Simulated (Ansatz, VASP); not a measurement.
## Cross-check of B3H7N (B3H7N (P2_1/c)) between VASP and Ansatz

One calculation is typed for both programs; each brings its own data sets. How far apart do they land? Of the first pair: The structure shown is the start of the Ansatz relaxation below; VASP solves that cell, so the two are compared at the walk's first step.

Method: plane waves, with VASP 6.6.1 beside it; single point at PBEsol, in Ansatz 0.2.0.

## 1. Starting point

The cell holds 132 atoms: 36 B, 84 H and 12 N. Its edges and angles: a = 10.493 Å, b = 15.297 Å, c = 11.002 Å, α = 88.1°, β = 119.9°, γ = 90.6°. It derives from B3H7N (P2_1/c), repeated 1×3×1. As first built, before any earlier steps moved the atoms (in the runner's words): B3H7N, space group P2_1/c, measured structure (Crystallography Open Database), 1 x 3 x 1 conventional cells; every coordinate displaced by a Gaussian of 0.03 A; bonds to H set to neutron lengths (C-H 1.089, N-H 1.015, O-H 0.983, B-H 1.19 A) where the measured ones are shorter.

## 2. Ansatz: relaxation, PBEsol

Ansatz runs on its default PAW (the set named soft_2) files.

The two programs are compared at the cell with which this relaxation starts, whose forces are those of its first step.

Input file input.yaml:

```yaml
crystal:
  lattice:
    - [10.49081, -0.05601, 0.19162]
    - [-0.08109, 15.29506, 0.23532]
    - [-5.66363, 0.18422, 9.42995]
  atoms:
    - { symbol: B, position: [0.0515, 0.20091, 0.8138] }
    - { symbol: B, position: [0.87738, 0.9587, 0.54304] }
    - { symbol: B, position: [0.78635, 0.09372, 0.03952] }
    - { symbol: B, position: [0.09642, 0.33451, 0.41258] }
    - { symbol: B, position: [0.14357, 0.20591, 8.0e-05] }
    - { symbol: B, position: [0.65157, 0.98745, 0.41181] }
    - { symbol: B, position: [0.59774, 0.1749, 0.93475] }
    - { symbol: B, position: [0.26748, 0.38078, 0.53769] }
    - { symbol: B, position: [0.18188, 0.28502, 0.89959] }
    - { symbol: B, position: [0.7104, 0.98828, 0.58889] }
    - { symbol: B, position: [0.56193, 0.06458, 0.93643] }
    - { symbol: B, position: [0.2617, 0.30561, 0.41405] }
    - { symbol: H, position: [0.41766, 0.14714, 0.97206] }
    - { symbol: H, position: [0.71045, 0.02774, 0.68275] }
    - { symbol: H, position: [0.49183, 0.00417, 0.865] }
    - { symbol: H, position: [0.66556, 0.29658, 0.71607] }
    - { symbol: H, position: [0.03796, 0.29091, 0.78907] }
    - { symbol: H, position: [0.96048, 0.01867, 0.55739] }
    - { symbol: H, position: [0.8482, 0.08037, 0.97309] }
    - { symbol: H, position: [0.1533, 0.25246, 0.41381] }
    - { symbol: H, position: [0.25113, 0.34709, 0.89401] }
    - { symbol: H, position: [0.85339, 0.9612, 0.65034] }
    - { symbol: H, position: [0.69705, 0.02654, 0.0183] }
    - { symbol: H, position: [0.32179, 0.26725, 0.3621] }
    - { symbol: H, position: [0.14516, 0.29672, 0.0033] }
    - { symbol: H, position: [0.70391, 0.05768, 0.50177] }
    - { symbol: H, position: [0.57862, 0.11403, 0.83584] }
    - { symbol: H, position: [0.35005, 0.30421, 0.55812] }
    - { symbol: H, position: [0.99441, 0.19982, 0.90381] }
    - { symbol: H, position: [0.77377, 0.96019, 0.40907] }
    - { symbol: H, position: [0.74701, 0.17767, 0.01711] }
    - { symbol: H, position: [0.15872, 0.33806, 0.55616] }
    - { symbol: H, position: [0.1673, 0.17582, 0.1122] }
    - { symbol: H, position: [0.66605, 0.23008, 0.48315] }
    - { symbol: H, position: [0.57072, 0.2422, 0.86437] }
    - { symbol: H, position: [0.30458, 0.10155, 0.48073] }
    - { symbol: H, position: [0.96716, 0.16465, 0.7076] }
    - { symbol: H, position: [0.91688, 0.88245, 0.55643] }
    - { symbol: H, position: [0.85308, 0.09224, 0.16761] }
    - { symbol: H, position: [0.9643, 0.32978, 0.35783] }
    - { symbol: "N", position: [0.21332, 0.1882, 0.91277] }
    - { symbol: "N", position: [0.72646, 0.3291, 0.67863] }
    - { symbol: "N", position: [0.52841, 0.1323, 0.00999] }
    - { symbol: "N", position: [0.30017, 0.94269, 0.44718] }
    - { symbol: B, position: [0.23319, 0.55229, 0.98432] }
    - { symbol: B, position: [0.80907, 0.41044, 0.51957] }
    - { symbol: B, position: [0.8685, 0.50535, 0.07974] }
    - { symbol: B, position: [0.09076, 0.60213, 0.4794] }
    - { symbol: B, position: [0.44332, 0.49032, 0.07725] }
    - { symbol: B, position: [0.70334, 0.29949, 0.54078] }
    - { symbol: B, position: [0.81985, 0.49722, 0.89985] }
    - { symbol: B, position: [0.26824, 0.68847, 0.56835] }
    - { symbol: B, position: [0.42459, 0.57976, 0.97007] }
    - { symbol: B, position: [0.64377, 0.3982, 0.56703] }
    - { symbol: B, position: [0.8741, 0.40218, 0.01266] }
    - { symbol: B, position: [0.24719, 0.63776, 0.4218] }
    - { symbol: H, position: [0.47841, 0.64812, 0.95954] }
    - { symbol: H, position: [0.53476, 0.44039, 0.53831] }
    - { symbol: H, position: [0.53954, 0.47127, 0.94599] }
    - { symbol: H, position: [0.31053, 0.59887, 0.37321] }
    - { symbol: H, position: [0.21524, 0.59948, 0.06163] }
    - { symbol: H, position: [0.77292, 0.43339, 0.39996] }
    - { symbol: H, position: [0.97962, 0.44346, 0.13309] }
    - { symbol: H, position: [0.10949, 0.53241, 0.54185] }
    - { symbol: H, position: [0.27955, 0.60267, 0.91416] }
    - { symbol: H, position: [0.72954, 0.46026, 0.55541] }
    - { symbol: H, position: [0.89486, 0.3242, 0.03132] }
    - { symbol: H, position: [0.12434, 0.58945, 0.37928] }
    - { symbol: H, position: [0.4754, 0.57723, 0.11379] }
    - { symbol: H, position: [0.58752, 0.35117, 0.44437] }
    - { symbol: H, position: [0.92455, 0.43346, 0.92484] }
    - { symbol: H, position: [0.33388, 0.61202, 0.56229] }
    - { symbol: H, position: [0.3052, 0.48197, 0.06041] }
    - { symbol: H, position: [0.81613, 0.32282, 0.52157] }
    - { symbol: H, position: [0.91853, 0.55308, 0.00372] }
    - { symbol: H, position: [0.15088, 0.66159, 0.57836] }
    - { symbol: H, position: [0.51899, 0.45465, 0.19107] }
    - { symbol: H, position: [0.65845, 0.68549, 0.31876] }
    - { symbol: H, position: [0.77954, 0.53219, 0.78644] }
    - { symbol: H, position: [0.33694, 0.42676, 0.63646] }
    - { symbol: H, position: [0.13036, 0.51713, 0.88559] }
    - { symbol: H, position: [0.93152, 0.42417, 0.61779] }
    - { symbol: H, position: [0.87754, 0.54809, 0.174] }
    - { symbol: H, position: [0.96932, 0.6352, 0.40856] }
    - { symbol: "N", position: [0.4407, 0.48785, 0.9415] }
    - { symbol: "N", position: [0.72692, 0.61725, 0.5511] }
    - { symbol: "N", position: [0.73886, 0.45703, 0.96742] }
    - { symbol: "N", position: [0.19182, 0.39505, 0.38186] }
    - { symbol: B, position: [0.27552, 0.83589, 0.96483] }
    - { symbol: B, position: [0.85485, 0.67872, 0.61865] }
    - { symbol: B, position: [0.90846, 0.80302, 0.00182] }
    - { symbol: B, position: [0.13561, 0.94287, 0.37527] }
    - { symbol: B, position: [0.34862, 0.8254, 0.14971] }
    - { symbol: B, position: [0.70454, 0.68739, 0.44345] }
    - { symbol: B, position: [0.68297, 0.81072, 0.93751] }
    - { symbol: B, position: [0.25356, 0.02968, 0.47476] }
    - { symbol: B, position: [0.32158, 0.93137, 0.06776] }
    - { symbol: B, position: [0.67313, 0.69813, 0.58629] }
    - { symbol: B, position: [0.79291, 0.77418, 0.10891] }
    - { symbol: B, position: [0.25862, 0.92682, 0.55863] }
    - { symbol: H, position: [0.61922, 0.86158, 0.07848] }
    - { symbol: H, position: [0.29852, 0.77471, 0.42669] }
    - { symbol: H, position: [0.81031, 0.71788, 0.19585] }
    - { symbol: H, position: [0.49923, 0.92779, 0.46767] }
    - { symbol: H, position: [0.19211, 0.90974, 0.94549] }
    - { symbol: H, position: [0.8031, 0.74229, 0.6709] }
    - { symbol: H, position: [0.94313, 0.7394, 0.9608] }
    - { symbol: H, position: [0.10945, 0.91182, 0.48128] }
    - { symbol: H, position: [0.33002, 0.00991, 0.07402] }
    - { symbol: H, position: [0.58998, 0.70742, 0.63098] }
    - { symbol: H, position: [0.9323, 0.78242, 0.12964] }
    - { symbol: H, position: [0.31292, 0.88116, 0.66402] }
    - { symbol: H, position: [0.27633, 0.898, 0.15936] }
    - { symbol: H, position: [0.63222, 0.75357, 0.47049] }
    - { symbol: H, position: [0.72139, 0.72517, 0.98784] }
    - { symbol: H, position: [0.24641, 0.01172, 0.59476] }
    - { symbol: H, position: [0.22361, 0.7884, 0.03986] }
    - { symbol: H, position: [0.84005, 0.72997, 0.50639] }
    - { symbol: H, position: [0.78207, 0.83289, 0.89598] }
    - { symbol: H, position: [0.10491, 0.03125, 0.38454] }
    - { symbol: H, position: [0.38975, 0.77892, 0.25327] }
    - { symbol: H, position: [0.58576, 0.0275, 0.30051] }
    - { symbol: H, position: [0.57279, 0.79804, 0.82641] }
    - { symbol: H, position: [0.35505, 0.70808, 0.68766] }
    - { symbol: H, position: [0.23482, 0.8027, 0.85339] }
    - { symbol: H, position: [0.98345, 0.66469, 0.70078] }
    - { symbol: H, position: [0.97838, 0.87085, 0.02707] }
    - { symbol: H, position: [0.03967, 0.91795, 0.26393] }
    - { symbol: "N", position: [0.42692, 0.86235, 0.07693] }
    - { symbol: "N", position: [0.60795, 0.92365, 0.48899] }
    - { symbol: "N", position: [0.71039, 0.85821, 0.06398] }
    - { symbol: "N", position: [0.22184, 0.73286, 0.42938] }
kpoints:
  mp_grid: { grid: [2, 1, 2] }
hamiltonian:
  xc: pbesol
scf:
  occupations: { method: fermi_dirac, width: 0.05 }
output:
  forces: true
  eigenvalues: true
  stress: true
relax:
  f_tol: 0.05
  max_steps: 70
```

Command:

```bash
> ansatz run input.yaml --threads 4 --pin off --max-ram 15872MiB --backend cpu --events-out ev --progress --plain --runs-dir out
```

Numbers of over 12 decimals in the logs are rounded to 6 here.

Output:

```text
Warning: output.stress: scf.convergence.dr2_threshold = 1e-7 eV (the SCF's general default) is looser than the 1.08e-8 eV advised for a printed stress (1e-10 eV for each atom of the cell: 132, of which 108 are counted). What an SCF threshold leaves in a stress goes as its square root, and in the free energy as the threshold itself, and one threshold admits the most on a small cell: [figures from the program's tests c [...]
Engine: ansatz 0.2.0, aarch64-unknown-linux-gnu
Pseudopotentials: kind: paw
Pseudopotential: B, paw, valence charge 3, recommended cutoff 420 eV (normal), B.paw.azcp
Pseudopotential: H, paw, valence charge 1, recommended cutoff 420 eV (normal), H.paw.azcp
Pseudopotential: N, paw, valence charge 5, recommended cutoff 420 eV (normal), N.paw.azcp
Functional definition: PBEsol
  exchange = pbesol_x
  correlation = pbesol_c
Crystal: 132 atoms, lattice volume = 1529.280 Å³
Basis set: ecut = 420 eV, 29873 PW (Γ), exchange–correlation on 144×216×150 points (8 copies of the dense FFT grid, shifted against one another)
Bands: 258, of which v1, the nominal top of the filled ones, is band 126 counted from 1 (125 counted from 0)
Symmetry: 1 space group operations
Space group: P1 (ITA 1), of the structure as read, at distance tolerance 1.2e-4 Å
k-points: 4
Non-local potential: B, projectors of the file, l = 0: 2, l = 1: 2, l = 2: 1
Non-local potential: H, projectors of the file, l = 0: 2, l = 1: 1
Non-local potential: N, projectors of the file, l = 0: 2, l = 1: 2, l = 2: 1
PAW form: soft (Blöchl's): semilocal exchange-correlation on the pseudo side does not see the compensation charge
PAW frozen core: B, regenerated for the run's functional, and the local potential with it (the file was generated under x = pbe(κ = 0.804, μ = 0.219515), c = pbe(β = 0.066725))
PAW frozen core: N, regenerated for the run's functional, and the local potential with it (the file was generated under x = pbe(κ = 0.804, μ = 0.219515), c = pbe(β = 0.066725))
PAW one-centre angular grid: B, 110 points (default); XC on 64 Gauss nodes
PAW one-centre angular grid: H, 110 points (default); XC on 64 Gauss nodes
PAW one-centre angular grid: N, 110 points (default); XC on 64 Gauss nodes
Initial density: superposition of atomic densities (neutral atoms: chi_scale 0, normalization atom), corrected by the library's trained network
Initial wavefunctions: pseudopotential atomic-orbital guess
Functional: x = pbesol(κ = 0.804, μ = 0.123457), c = pbesol(β = 0.046)
SCF iter   1: F=—  HF=-11355.605066 eV  |F-HF|=—  |Δ(HF+E_count)|=         —  Δρ=1.06e-2  dr2=2.28e0  ethr=1.77e-3  ⟨swp⟩=6.0  Hψ=5095  notcnv=0  defer=219
preconditioner: auto → Resta (q_TF=auto, 2.020 Å⁻¹)  ε∞=2.2  [insulator: Δε(μ)=5.072 eV  Ē_g=13.527 eV  σ=0.050 eV  W_gap=1.00  n_scr=214 (ndim 8)  ℏωp=15.1 eV  f_vac=0.228  D(μ)=0.00/eV (n_scr^D=0)  ε∞_Penn≈2.2]
SCF iter   2: F=—  HF=-11354.963098 eV  |F-HF|=—  |Δ(HF+E_count)|=   6.42e-1  Δρ=5.50e-3  dr2=3.49e-1  ethr=9.05e-4  ⟨swp⟩=2.2  Hψ=1456  notcnv=0  defer=483
SCF iter   3: F=—  HF=-11354.879096 eV  |F-HF|=—  |Δ(HF+E_count)|=   8.40e-2  Δρ=1.82e-3  dr2=7.03e-2  ethr=1.38e-4  ⟨swp⟩=2.0  Hψ=1094  notcnv=0  defer=483
SCF iter   4: F=—  HF=-11354.865822 eV  |F-HF|=—  |Δ(HF+E_count)|=   1.33e-2  Δρ=4.95e-4  dr2=4.71e-3  ethr=2.79e-5  ⟨swp⟩=2.0  Hψ=857  notcnv=0  defer=483
SCF iter   5: F=—  HF=-11354.868069 eV  |F-HF|=—  |Δ(HF+E_count)|=   2.25e-3  Δρ=2.17e-4  dr2=8.99e-4  ethr=1.87e-6  ⟨swp⟩=2.0  Hψ=1688  notcnv=0  defer=483
SCF iter   6: F=—  HF=-11354.868257 eV  |F-HF|=—  |Δ(HF+E_count)|=   1.88e-4  Δρ=9.42e-5  dr2=1.58e-4  ethr=3.57e-7  ⟨swp⟩=2.0  Hψ=1052  notcnv=0  defer=483
SCF iter   7: F=-11354.868301 eV  HF=-11354.868291 eV  |F-HF|=9.68e-6  |Δ(HF+E_count)|=   3.48e-5  Δρ=2.26e-5  dr2=1.12e-5  ethr=2.48e-8  ⟨swp⟩=14.0  Hψ=7841  notcnv=0
SCF 1 converged in 7 iterations: F = -11354.868301 eV  dr2 = 1.12e-5
[...]
- { symbol: H, position: [0.702008, 0.054370, 0.500313] }
    - { symbol: H, position: [0.578137, 0.114293, 0.837725] }
    - { symbol: H, position: [0.349391, 0.307548, 0.558508] }
    - { symbol: H, position: [0.997367, 0.200357, 0.903252] }
    - { symbol: H, position: [0.769256, 0.957779, 0.407010] }
    - { symbol: H, position: [0.744446, 0.175841, 0.019392] }
    - { symbol: H, position: [0.160045, 0.341137, 0.556727] }
    - { symbol: H, position: [0.169185, 0.176749, 0.109267] }
    - { symbol: H, position: [0.668191, 0.232207, 0.489996] }
    - { symbol: H, position: [0.571600, 0.240941, 0.868094] }
    - { symbol: H, position: [0.303226, 0.099517, 0.479102] }
    - { symbol: H, position: [0.969812, 0.165068, 0.708842] }
    - { symbol: H, position: [0.912129, 0.880847, 0.551774] }
    - { symbol: H, position: [0.847739, 0.090005, 0.166953] }
    - { symbol: H, position: [0.967091, 0.331596, 0.360933] }
    - { symbol: N, position: [0.213802, 0.188924, 0.911294] }
    - { symbol: N, position: [0.730066, 0.330950, 0.683189] }
    - { symbol: N, position: [0.526386, 0.131291, 0.00906627] }
    - { symbol: N, position: [0.301298, 0.942048, 0.447524] }
    - { symbol: B, position: [0.237293, 0.550763, 0.982799] }
    - { symbol: B, position: [0.809265, 0.410839, 0.523016] }
    - { symbol: B, position: [0.869150, 0.505350, 0.080876] }
    - { symbol: B, position: [0.090845, 0.605013, 0.476983] }
    - { symbol: B, position: [0.445787, 0.489545, 0.075154] }
    - { symbol: B, position: [0.705381, 0.301163, 0.546270] }
    - { symbol: B, position: [0.821893, 0.497370, 0.902961] }
    - { symbol: B, position: [0.268702, 0.689214, 0.567774] }
    - { symbol: B, position: [0.427131, 0.578181, 0.969084] }
    - { symbol: B, position: [0.647029, 0.399049, 0.572455] }
    - { symbol: B, position: [0.874797, 0.403182, 0.014477] }
    - { symbol: B, position: [0.247503, 0.639977, 0.421795] }
    - { symbol: H, position: [0.480291, 0.645850, 0.958413] }
    - { symbol: H, position: [0.539736, 0.441064, 0.545362] }
    - { symbol: H, position: [0.541756, 0.471102, 0.945960] }
    - { symbol: H, position: [0.309694, 0.601584, 0.373061] }
    - { symbol: H, position: [0.219572, 0.597428, 0.059425] }
    - { symbol: H, position: [0.771932, 0.433140, 0.404059] }
    - { symbol: H, position: [0.978992, 0.443875, 0.133998] }
    - { symbol: H, position: [0.107490, 0.535393, 0.536859] }
    - { symbol: H, position: [0.283426, 0.600605, 0.913436] }
[...]
- { symbol: N, position: [0.443418, 0.487168, 0.940837] }
    - { symbol: N, position: [0.727912, 0.616753, 0.553189] }
    - { symbol: N, position: [0.740973, 0.457680, 0.969174] }
    - { symbol: N, position: [0.191399, 0.396229, 0.382566] }
    - { symbol: B, position: [0.275427, 0.835526, 0.965942] }
    - { symbol: B, position: [0.854369, 0.677825, 0.619327] }
    - { symbol: B, position: [0.903598, 0.804963, 0.000133725] }
    - { symbol: B, position: [0.138237, 0.941744, 0.374211] }
    - { symbol: B, position: [0.349942, 0.825646, 0.149404] }
    - { symbol: B, position: [0.705079, 0.686007, 0.446066] }
    - { symbol: B, position: [0.679706, 0.811565, 0.936040] }
    - { symbol: B, position: [0.253467, 0.028113, 0.473072] }
    - { symbol: B, position: [0.322495, 0.930350, 0.067346] }
    - { symbol: B, position: [0.674566, 0.696819, 0.587877] }
    - { symbol: B, position: [0.788616, 0.775601, 0.105892] }
    - { symbol: B, position: [0.257919, 0.926380, 0.556270] }
[...]
- { symbol: H, position: [0.391686, 0.779863, 0.252348] }
    - { symbol: H, position: [0.583193, 0.024754, 0.300841] }
    - { symbol: H, position: [0.571022, 0.798603, 0.825873] }
    - { symbol: H, position: [0.354545, 0.707606, 0.686434] }
    - { symbol: H, position: [0.233604, 0.802533, 0.855454] }
    - { symbol: H, position: [0.981790, 0.664087, 0.700168] }
    - { symbol: H, position: [0.972195, 0.872370, 0.025072] }
    - { symbol: H, position: [0.045415, 0.916356, 0.263522] }
    - { symbol: N, position: [0.425942, 0.861700, 0.075574] }
    - { symbol: N, position: [0.606456, 0.921798, 0.487677] }
    - { symbol: N, position: [0.706028, 0.858498, 0.061035] }
    - { symbol: N, position: [0.224041, 0.734125, 0.431121] }
```

In the SCF lines HF is the Harris–Foulkes energy and dr2 the Hartree energy of the density residual, in eV; the loop may stop once dr2 is under the threshold and the program's other checks hold. Hψ counts applications of the Hamiltonian.

[end of part 1 of 2]

[Lines on the potential files, build, host, timing and source positions are cut from VASP's logs without a mark.]

[Logs are printed without paths, hosts, clocks, repeated set-up lines and the standing remarks that a program may print on its own settings, such as how far it seeks lower states.]

[Hosts, paths, dates, database ids (printed as entryN), source tags and the programs' standing remarks are cut or masked in the printed files.]
